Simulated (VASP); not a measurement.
# Lattice of CaMn2Bi2 across functionals and dispersion corrections, part 4 of 7

How close do the usual functionals, with and without dispersion, come to the cell of CaMn2Bi2? The start is a computed cell from the Materials Project.

VASP 6.6.1, plane waves and PAW; the level of theory is named at each step.

Still holding for the runs below: The k-mesh is coarse for a metal. The electron count would fill whole bands, but the bands touch or overlap. That can be a semimetal, a small gap that the functional closes or, with several bands partly filled, an ordinary metal.

So far. Step 6 (Magnetic start: antiferromagnetic, q = (1/2, 1/2, 0)): The energy lies -93.0 meV an atom from the first pattern. The run ends antiferromagnetic with a largest moment of 3.90 μB, and the mesh shows a gap of 0.36 eV. Step 7 (The orders side by side): The session goes on in the lowest magnetic state found: antiferromagnetic. So wide a spread can hold unlike occupations of d or f shells as well as the order.

## (8) Relaxation with LDA

This step: LDA, spin-polarised from an antiferromagnetic start; plane waves and PAW (Ca_sv, Mn_pv, Bi_d) (VASP 6.6.1).

System of this step: CaMn2Bi2. The structure is trigonal, space group P-3m1 (No. 164). Conventional cell: a = 4.626 Å, b = 4.626 Å, c = 7.729 Å, α = 90.00°, β = 90.00°, γ = 120.00°. Nearest to Ca lie 6 Bi at 3.29 Å. Nearest to Mn lie 4 Bi at 2.86 to 2.87 Å. Nearest to Bi lie 4 Mn at 2.86 to 2.87 Å and 3 Ca at 3.29 Å. Farther neighbours are not listed.

Properties are meant for the cell that this level of theory prefers, so cell and atoms are relaxed first (ISIF = 3) until forces and stress are small; EDIFFG sets the threshold.

INCAR

```
SYSTEM = CaMn2Bi2
PREC = Accurate
ENCUT = 520
EDIFF = 1E-06
NELM = 100
ISMEAR = -1
SIGMA = 0.05
LREAL = .FALSE.
ALGO = Normal
GGA = CA
NBANDS = 43
ISPIN = 2
MAGMOM = 0 3.9 -3.9 -0 0
LASPH = .TRUE.
LMAXMIX = 4
LORBIT = 11
LWAVE = .FALSE.
LCHARG = .FALSE.
KPAR = 8
IBRION = 2
NSW = 60
ISIF = 3
EDIFFG = -0.01
```

POSCAR

```
CaMn2Bi2
1.0
    4.6263818529      0.0000000000      0.0000000000
   -2.3131909265      4.0065642123      0.0000000000
    0.0000000000      0.0000000000      7.7287920000
Ca Mn Bi
1 2 2
Direct
    0.0000000000      0.0000000000      0.0000000000
    0.6666666700      0.3333333300      0.6207350000
    0.3333333300      0.6666666700      0.3792650000
    0.6666666700      0.3333333300      0.2488090000
    0.3333333300      0.6666666700      0.7511910000
```

KPOINTS

```
Automatic mesh
0
Gamma
7 7 4
0 0 0
```

The projector-augmented-wave data sets are Ca_sv, Mn_pv and Bi_d (PBE family, release 64).

Started as:

```
$ mpirun -np 8 vasp_std
```

Numbers of over 12 decimals in the logs are rounded to 6 here.

Output:

```text
[... set-up lines as in an earlier step ...]
 entering main loop
       N       E                     dE             d eps       ncg     rms          rms(c)
DAV:   1     0.795723397084E+03    0.79572E+03   -0.35545E+04  4827   0.178E+03
DAV:   2     0.414606433219E+02   -0.75426E+03   -0.73504E+03  4816   0.525E+02
DAV:   3    -0.289012408061E+02   -0.70362E+02   -0.67932E+02  5508   0.175E+02
DAV:   4    -0.328449478082E+02   -0.39437E+01   -0.38745E+01  7120   0.392E+01
DAV:   5    -0.331192174505E+02   -0.27427E+00   -0.27342E+00  8082   0.816E+00    0.137E+01
DAV:   6    -0.352122620641E+02   -0.20930E+01   -0.41435E+01  6084   0.408E+01    0.306E+01
DAV:   7    -0.302018447562E+02    0.50104E+01   -0.35100E+01  5732   0.308E+01    0.814E+00
DAV:   8    -0.305064283965E+02   -0.30458E+00   -0.16812E+00  5730   0.546E+00    0.482E+00
DAV:   9    -0.303977331641E+02    0.10870E+00   -0.77631E-01  6483   0.830E+00    0.198E+00
DAV:  10    -0.304276306647E+02   -0.29898E-01   -0.19114E-01  5649   0.243E+00    0.129E+00
DAV:  11    -0.304275744523E+02    0.56212E-04   -0.18581E-02  6102   0.121E+00    0.337E-01
DAV:  12    -0.304281217696E+02   -0.54732E-03   -0.46819E-03  6695   0.335E-01    0.157E-01
DAV:  13    -0.304280938480E+02    0.27922E-04   -0.54203E-04  6182   0.177E-01    0.551E-02
DAV:  14    -0.304281037355E+02   -0.98875E-05   -0.14411E-04  6727   0.105E-01    0.182E-02
DAV:  15    -0.304281084940E+02   -0.47585E-05   -0.14685E-05  6299   0.215E-02    0.934E-03
DAV:  16    -0.304281091766E+02   -0.68262E-06   -0.29412E-06  5106   0.155E-02
   1 F= -.30428109E+02 E0= -.30423211E+02  d E =-.304281E+02  mag=    -0.0000
 curvature:   0.00 expect dE= 0.000E+00 dE for cont linesearch  0.000E+00
 trial: gam= 0.00000 g(F)=  0.681E-01 g(S)=  0.852E+00 ort = 0.000E+00 (trialstep = 0.100E+01)
 search vector abs. value=  0.921E+00
 bond charge predicted
       N       E                     dE             d eps       ncg     rms          rms(c)
DAV:   1    -0.614995407821E+02   -0.31071E+02   -0.53415E+02  5352   0.219E+02    0.498E+01
DAV:   2    -0.708571780298E+02   -0.93576E+01   -0.28513E+02  4914   0.129E+02    0.712E+01
DAV:   3    -0.321423998788E+02    0.38715E+02   -0.18192E+02  5284   0.898E+01    0.242E+01
DAV:   4    -0.308569684176E+02    0.12854E+01   -0.13991E+01  5696   0.221E+01    0.147E+01
DAV:   5    -0.308315093381E+02    0.25459E-01   -0.29428E+00  8252   0.990E+00    0.108E+01
DAV:   6    -0.309595762148E+02   -0.12807E+00   -0.10786E+00  7130   0.622E+00    0.399E+00
DAV:   7    -0.309259997498E+02    0.33576E-01   -0.30638E-01  7154   0.515E+00    0.142E+00
DAV:   8    -0.309301589115E+02   -0.41592E-02   -0.51072E-02  6888   0.136E+00    0.108E+00
DAV:   9    -0.309307868120E+02   -0.62790E-03   -0.51557E-03  8877   0.500E-01    0.589E-01
DAV:  10    -0.309300731531E+02    0.71366E-03   -0.36605E-03  6388   0.486E-01    0.232E-01
DAV:  11    -0.309301079693E+02   -0.34816E-04   -0.69352E-04  6751   0.190E-01    0.780E-02
DAV:  12    -0.309300970298E+02    0.10939E-04   -0.93254E-05  6404   0.663E-02    0.163E-02
DAV:  13    -0.309300942554E+02    0.27744E-05   -0.13965E-05  7159   0.367E-02    0.132E-02
DAV:  14    -0.309300950576E+02   -0.80212E-06   -0.49059E-06  4719   0.178E-02
   2 F= -.30930095E+02 E0= -.30922447E+02  d E =-.501986E+00  mag=     0.0000
[... from here on, the cycles between the ionic steps are left out ...]
   3 F= -.30930092E+02 E0= -.30922444E+02  d E =-.501983E+00  mag=     0.0000
   4 F= -.30936949E+02 E0= -.30929334E+02  d E =-.685659E-02  mag=     0.0000
   5 F= -.30952117E+02 E0= -.30944626E+02  d E =-.220248E-01  mag=     0.0000
   6 F= -.30952395E+02 E0= -.30945211E+02  d E =-.223027E-01  mag=    -0.0000
   7 F= -.30957390E+02 E0= -.30950055E+02  d E =-.272983E-01  mag=     0.0000
   8 F= -.30960797E+02 E0= -.30953354E+02  d E =-.340678E-02  mag=     0.0000
   9 F= -.30968990E+02 E0= -.30961212E+02  d E =-.115995E-01  mag=     0.0000
  10 F= -.30976923E+02 E0= -.30968396E+02  d E =-.195326E-01  mag=     0.0000
  11 F= -.30977213E+02 E0= -.30968506E+02  d E =-.198226E-01  mag=     0.0000
  12 F= -.30979364E+02 E0= -.30970461E+02  d E =-.215096E-02  mag=     0.0000
  13 F= -.30981857E+02 E0= -.30972429E+02  d E =-.464388E-02  mag=     0.0000
  14 F= -.30981857E+02 E0= -.30972383E+02  d E =-.464368E-02  mag=     0.0000
  15 F= -.30982467E+02 E0= -.30973095E+02  d E =-.610388E-03  mag=     0.0000
  16 F= -.30983173E+02 E0= -.30974074E+02  d E =-.131643E-02  mag=     0.0000
 curvature:  -1.95 expect dE=-0.416E-03 dE for cont linesearch -0.179E-07
 trial: gam= 0.15478 g(F)=  0.534E-04 g(S)=  0.161E-03 ort =-0.415E-05 (trialstep = 0.970E+00)
 search vector abs. value=  0.258E-03
 bond charge predicted
       N       E                     dE             d eps       ncg     rms          rms(c)
DAV:   1    -0.309858800308E+02   -0.27066E-02   -0.92656E-02  6314   0.264E+00    0.435E-01
DAV:   2    -0.309861126745E+02   -0.23264E-03   -0.29661E-02  5657   0.155E+00    0.538E-01
DAV:   3    -0.309834215850E+02    0.26911E-02   -0.93598E-03  5720   0.791E-01    0.982E-02
DAV:   4    -0.309833136047E+02    0.10798E-03   -0.12471E-03  6112   0.267E-01    0.609E-02
DAV:   5    -0.309832730851E+02    0.40520E-04   -0.26995E-04  7451   0.119E-01    0.214E-02
DAV:   6    -0.309832716894E+02    0.13957E-05   -0.30474E-05  5975   0.329E-02    0.107E-02
DAV:   7    -0.309832712910E+02    0.39833E-06   -0.38290E-06  5845   0.167E-02
  17 F= -.30983271E+02 E0= -.30974124E+02  d E =-.981359E-04  mag=     0.0000
 trial-energy change:   -0.000098  1 .order   -0.000100   -0.000207    0.000008
 step:   0.9354(harm=  0.9354)  dis= 0.00149  next Energy=   -30.983273 (dE=-0.998E-04)
 reached required accuracy - stopping structural energy minimisation
```

Elapsed: 13 min, on 8 MPI ranks of AMD EPYC 7R13 (Zen 3), shared host; peak memory 3.6 GiB; 1.5 h of CPU time.

Parts of OUTCAR (step 8):

```text
   k-points           NKPTS =     28   k-points in BZ     NKDIM =     28   number of bands    NBANDS=     43

   ENCUT  =  520.0 eV  38.22 Ry    6.18 a.u.   8.60  8.60 14.37*2*pi/ulx,y,z

   NELECT =      66.0000    total number of electrons

 E-fermi :   6.3430

 spin component 1
 k-point     1 :       0.0000    0.0000    0.0000
  band No.  band energies     occupation
    ...
     27       3.6789      1.00000
     28       3.6789      1.00000
     29       5.0787      1.00000
     30       5.0787      1.00000
     31       5.7501      0.99999
     32       6.4915      0.04879
     33       6.4915      0.04879
     34       7.1965      0.00000
     35       7.1965      0.00000
     36       7.6135      0.00000
    ...

 k-point     2 :       0.1429    0.0000    0.0000
  band No.  band energies     occupation
    ...
     29       4.6126      1.00000
     30       5.0221      1.00000
     31       5.6816      1.00000
     32       5.8634      0.99993
     33       6.2679      0.81787
     34       6.6615      0.00171
     35       7.2042      0.00000
     36       7.6171      0.00000
     37       7.9710      0.00000
     38       8.3275      0.00000
    ...

  Total        0.0053219      0.0053219      0.0121720     -0.0000000      0.0000000     -0.0000000
  in kB        0.0701810      0.0701810      0.1605154     -0.0000000      0.0000000     -0.0000000
  external PRESSURE =       0.1002925 kB  Pullay stress =       0.0000000 kB

 POSITION                                       TOTAL-FORCE (eV/Angst)
 -----------------------------------------------------------------------------------
      0.00000      0.00000      0.00000        -0.000000     -0.000000      0.000000
      2.14529      1.23858      4.53670        -0.000000     -0.000000     -0.003955
     -0.00000      2.47716      3.08399         0.000000      0.000000      0.003955
      2.14529      1.23858      1.93670         0.000000      0.000000      0.008229
     -0.00000      2.47716      5.68398        -0.000000     -0.000000     -0.008229
 -----------------------------------------------------------------------------------
    total drift:                                0.000000     -0.000000      0.000000

  FREE ENERGIE OF THE ION-ELECTRON SYSTEM (eV)
  ---------------------------------------------------
  free  energy   TOTEN  =       -30.9832712910 eV

  energy  without entropy=      -30.9649771670  energy(sigma->0) =      -30.97412423

 reached required accuracy - stopping structural energy minimisation

 magnetization (x)
# of ion       s       p       d       tot
------------------------------------------
    1        0.000   0.000   0.000   0.000
    2        0.038   0.039   3.298   3.374
    3       -0.038  -0.039  -3.298  -3.374
    4       -0.003   0.018  -0.008   0.007
    5        0.003  -0.018   0.008  -0.007
--------------------------------------------------
tot          0.000   0.000   0.000   0.000

[... 3 parts as in an earlier step ...]

[... 12 further parts left out ...]
```

CONTCAR:

```
CaMn2Bi2
   1.00000000000000
     4.2905753967151847    0.0000000000039698    0.0000000000000001
    -2.1452876984005251    3.7157472904700608   -0.0000000000000001
     0.0000000000000000    0.0000000000000000    7.6206834796908547
  Ca              Mn              Bi
     1     2     2
Direct
     0.0000000000000000    0.0000000000000000    0.0000000000000000
     0.6666666699999979    0.3333333300000021    0.5953138013057939
     0.3333333300000021    0.6666666699999979    0.4046861986942060
     0.6666666699999979    0.3333333300000021    0.2541371250390159
     0.3333333300000021    0.6666666699999979    0.7458628749609840
```

The magnetic order is the lowest of the few collinear ones that converged above; longer or canted patterns were not tried. After so large a change of volume the plane waves of the start cell no longer fit, so the final stress carries a basis-set error. The run keeps the 12 symmetry operations of its start, so it cannot find a distortion of lower symmetry.

The steps of the relaxation:

```csv
step,energy less that of the first step (eV),largest force (eV/Å),pressure (GPa),volume (Å³)
1,0.0000,0.7106,-5.97,143.26
2,-0.5020,0.2419,0.07,122.21
3,-0.5020,0.2410,0.09,122.20
4,-0.5088,0.1983,0.16,122.27
5,-0.5240,0.1128,0.12,122.45
6,-0.5243,0.4252,0.16,122.79
7,-0.5293,0.2647,0.16,122.63
8,-0.5327,0.2473,0.10,122.72
9,-0.5409,0.1956,-0.12,122.97
10,-0.5488,0.0970,-0.47,123.43
11,-0.5491,0.0770,-0.55,123.53
12,-0.5513,0.0731,-0.44,122.98
13,-0.5537,0.0615,0.06,121.57
14,-0.5537,0.0623,0.11,121.44
15,-0.5544,0.0495,0.11,121.41
16,-0.5551,0.0205,0.07,121.32
17,-0.5552,0.0082,0.01,121.49
```

```csv
"conventional cell, symmetrised",before,after,change
a (Å),4.626,4.291,-7.3 %
b (Å),4.626,4.291,-7.3 %
c (Å),7.729,7.621,-1.4 %
volume (Å³/atom),28.65,24.30,-15.2 %
```

The atoms that moved most (Å, as changes of fractional coordinates times the final cell):

```csv
atom,dx,dy,dz,length
Mn2,0.000,0.000,-0.194,0.194
Mn3,0.000,0.000,0.194,0.194
Bi5,0.000,0.000,-0.041,0.041
Bi4,0.000,0.000,0.041,0.041
```

The relaxed structure:

```cif
data_structure
_symmetry_space_group_name_H-M 'P 1'
_symmetry_Int_Tables_number 1
_cell_length_a 4.2906
_cell_length_b 4.2906
_cell_length_c 7.6207
_cell_angle_alpha 90.000
_cell_angle_beta 90.000
_cell_angle_gamma 120.000
_cell_volume 121.49
loop_
_atom_site_label
_atom_site_type_symbol
_atom_site_fract_x
_atom_site_fract_y
_atom_site_fract_z
_atom_site_occupancy
Ca1 Ca 0.00000 0.00000 0.00000 1
Mn2 Mn 0.66667 0.33333 0.59531 1
Mn3 Mn 0.33333 0.66667 0.40469 1
Bi4 Bi 0.66667 0.33333 0.25414 1
Bi5 Bi 0.33333 0.66667 0.74586 1
```

This step gave:

```yaml
electrons: 66
bands: 43
irreducible_k_points: 28
symmetry_operations: 12
free_energy_toten: -30.98 eV
energy_at_zero_smearing: -30.97 eV
fermi_energy: 6.343 eV
pressure: 0.01003 GPa
metallic_judged_on_the_points_sampled: yes
scf_cycles_over_all_ionic_steps: 155
```

Spin moment in the PAW sphere by atom:

```csv
atom,spin moment in the PAW sphere (μB)
Ca1,0.00
Mn2,3.37
Mn3,-3.37
Bi4,0.01
Bi5,-0.01
```

It ends with a largest force of 0.008 eV/Å and a pressure of 0.01 GPa. The conventional cell has a = 4.291 and c = 7.621 Å. The largest moment is 3.37 μB.

(Part 4 of 7 ends here.)

[Lines on the potential files, build, host, timing and source positions are cut from VASP's logs without a mark.]

[Logs are printed without paths, hosts, clocks, repeated set-up lines and the standing remarks that a program may print on its own settings, such as how far it seeks lower states.]

[Hosts, paths, dates, database ids (printed as entryN), source tags and the programs' standing remarks are cut or masked in the printed files.]

[A measured line is paired with the nearest computed mode of its activity, which favours agreement.]

[In band tables of VASP the shares of atoms and orbitals are scaled to a sum of 1 inside the atoms' spheres.]
